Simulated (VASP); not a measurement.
Input:

```xyz
2
Lattice="2.8306 0.0000 0.0000 0.0000 2.8306 0.0000 0.0000 0.0000 2.8306" Properties=species:S:1:pos:R:3 pbc="T T T"
Cr     2.8306     2.8306     2.8306
Cr     1.4153     1.4153     1.4153
```
Starting moments (μB, in the order of the record's atoms Cr Cr): 0.9 -0.9.

All values below come from PBE GGA with D3 dispersion (Becke-Johnson damping), VASP's PBE PAW potentials (set 64) (plane waves; VASP). Run with 520 eV cut-off, Gaussian smearing of 0.050 eV, potentials Cr_pv.

Task: Give the spin-up energies of bands 7 to 15 at the high-symmetry points, in eV from the Fermi level.

Result: 
| band | Γ | X | M | R |
|---|---|---|---|---|
| 7 | -7.87 | -4.04 | -4.52 | -2.58 |
| 8 | -4.37 | -3.83 | -4.41 | -2.58 |
| 9 | -4.37 | -2.08 | -2.47 | -2.58 |
| 10 | -0.90 | -1.49 | -2.47 | -2.02 |
| 11 | -0.90 | -0.73 | 1.19 | -2.02 |
| 12 | -0.90 | -0.73 | 1.21 | -2.02 |
| 13 | 1.28 | 0.07 | 1.21 | 1.33 |
| 14 | 1.28 | 0.07 | 1.27 | 1.33 |
| 15 | 2.67 | 0.34 | 1.36 | 2.03 |

Task: Give the spin-down energies of bands 7 to 15 at the high-symmetry points, in eV from the Fermi level.

Result: 
```json
[
 {"band": "7", "Γ": "-7.87", "X": "-4.04", "M": "-4.52", "R": "-2.58"},
 {"band": "8", "Γ": "-4.37", "X": "-3.83", "M": "-4.41", "R": "-2.58"},
 {"band": "9", "Γ": "-4.37", "X": "-2.08", "M": "-2.47", "R": "-2.58"},
 {"band": "10", "Γ": "-0.90", "X": "-1.49", "M": "-2.47", "R": "-2.02"},
 {"band": "11", "Γ": "-0.90", "X": "-0.73", "M": "1.19", "R": "-2.02"},
 {"band": "12", "Γ": "-0.90", "X": "-0.73", "M": "1.21", "R": "-2.02"},
 {"band": "13", "Γ": "1.28", "X": "0.07", "M": "1.21", "R": "1.33"},
 {"band": "14", "Γ": "1.28", "X": "0.07", "M": "1.27", "R": "1.33"},
 {"band": "15", "Γ": "2.67", "X": "0.34", "M": "1.36", "R": "2.03"}
]
```

It has no gap at this level: it comes out as a metal or semimetal.

The compound is Cr in the bcc, AFM order structure. It was relaxed first, which changed the volume by -5 %.
